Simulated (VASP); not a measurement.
Computed with PBE GGA, VASP's PBE PAW potentials (set 64) (plane waves; VASP 6.6.1).

VASP ran on this input.

File KPOINTS:
```
K-points
0
gamma
8 8 8
0 0 0
```

POSCAR:
```
PbS
1.0
  0.0000000000   3.0019069076   3.0019069076
  3.0019069076   0.0000000000   3.0019069076
  3.0019069076   3.0019069076   0.0000000000
Pb S
1 1
Cartesian
  0.0000000000   0.0000000000   0.0000000000
  3.0019069076   3.0019069076   3.0019069076
```

**INCAR**
```
SYSTEM = PbS
PREC = Accurate; ENCUT = 500; LREAL = .False.
LASPH = .True.
EDIFF = 1E-6; NELM = 100; ALGO = Normal
LMAXMIX = 4
ISMEAR = 0; SIGMA = 0.05
GGA = PE
IBRION = 2; NSW = 40; ISIF = 3
EDIFFG = -0.02
LWAVE = .False.; LCHARG = .False.
```

POTCAR, in this order: Pb_d S (PBE.64 set). Program: vasp_std.

Question: What will the output report for the number of irreducible k-points (NKPTS), largest plane-wave count, number of space-group operations, FFT grid (NGX, NGY, NGZ)?

Answer: 
The number of irreducible k-points (NKPTS) is 29, the largest plane-wave count comes out as 1387 and the number of space-group operations is 48. The FFT grid (NGX, NGY, NGZ) comes out as 32 × 32 × 32.

The compound is PbS in the rock salt structure. It was relaxed first.
